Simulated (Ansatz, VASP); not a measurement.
## Two plane-wave programs on CaTl2Si2

POSCAR

```
CaTl2Si2
1.0
    0.0000000000      4.5639340000      0.0000000000
    4.5639340000      0.0000000000      0.0000000000
    2.2819670000      2.2819670000     -5.6484330000
Si Ca Tl
2 1 2
Direct
    0.3840000000      0.3840000000      0.2320000000
    0.6160000000      0.6160000000      0.7680000000
    0.0000000000      0.0000000000      0.0000000000
    0.7500000000      0.2500000000      0.5000000000
    0.2500000000      0.7500000000      0.5000000000
```

File INCAR.step1:

```
SYSTEM = CaTl2Si2
  ALGO = Normal
  EDIFF = 1E-4
  ENCUT = 520
  GGA = PE
  ISMEAR = -1
  LASPH = .True.
  LCHARG = .False.
  LREAL = .False.
  LWAVE = .True.
  NBANDS = 30
  NELM = 100
  PREC = Accurate
  SIGMA = 0.1
```

Contents of INCAR.step2:

```
SYSTEM = CaTl2Si2
  ALGO = Normal
  EDIFF = 1E-7
  ENCUT = 520
  ISIF = 2
  ISMEAR = -1
  ISTART = 1
  LASPH = .True.
  LCHARG = .True.
  LELF = .True.
  LMIXTAU = .True.
  LREAL = .False.
  LVHAR = .True.
  LWAVE = .False.
  METAGGA = R2SCAN
  NBANDS = 30
  NELM = 100
  PREC = Accurate
  SIGMA = 0.1
```

KPOINTS

```
k-points
0
Gamma
  4 4 4
  0 0 0
```

Input for Ansatz:

```yaml
crystal:
  lattice:
    - [0.0, 4.563934, 0.0]
    - [4.563934, 0.0, 0.0]
    - [2.281967, 2.281967, -5.648433]
  atoms:
    - { symbol: Si, position: [0.384, 0.384, 0.232] }
    - { symbol: Si, position: [0.616, 0.616, 0.768] }
    - { symbol: Ca, position: [0.0, 0.0, 0.0] }
    - { symbol: Tl, position: [0.75, 0.25, 0.5] }
    - { symbol: Tl, position: [0.25, 0.75, 0.5] }
  symmetry: { tolerance: 0.0003 }
kpoints:
  mp_grid: { grid: [4, 4, 4], shift: [0, 0, 0] }
magnetization:
  spin_polarized: false
scf:
  occupations: { method: fermi_dirac }
hamiltonian:
  pseudopotentials: { kind: paw }
  xc: r2scan
basis:
  ecutwfc: 500
output:
  forces: true
  stress: true
  eigenvalues: true
```

The cell was built by a generator and needn't be a form met in nature.

Alike in both runs: task single point; functional r2SCAN; k mesh 4 × 4 × 4; no spin polarisation.

```csv
,VASP,Ansatz
version,VASP 6.6.1,Ansatz 0.2.0
potentials or method,"VASP PAW PBE potentials, release 64 (Si, Ca_sv, Tl_d)",PAW plane waves
plane-wave cutoff (eV),520,500
occupations,"fermi-dirac, width 0.1 eV",fermi-dirac
valence electrons in the cell,44,44
```

|  | VASP | Ansatz | Ansatz less VASP |
| --- | --- | --- | --- |
| gap on the k mesh at the Fermi level (eV) | none | none | - |
| pressure (GPa) | 5.3 | 5.3 | -0.02 |
| largest component of the traceless stress (GPa) | 3.91 | 3.90 | -0.012 |
| rms of the force components (eV/Å) | 0.675 | 0.676 | +0.0016 |

Atom by atom the forces differ by 0.002 eV/Å (rms over components). A gap of «none» marks a metal or a gap that the smearing closes.

Caveats: the k mesh is coarse (spacing up to 0.37 Å⁻¹), so the values aren't converged; the PAW data sets were made with another functional, which shifts forces and pressure a little (VASP). Spin-orbit coupling is left out, which matters for the levels of Tl.
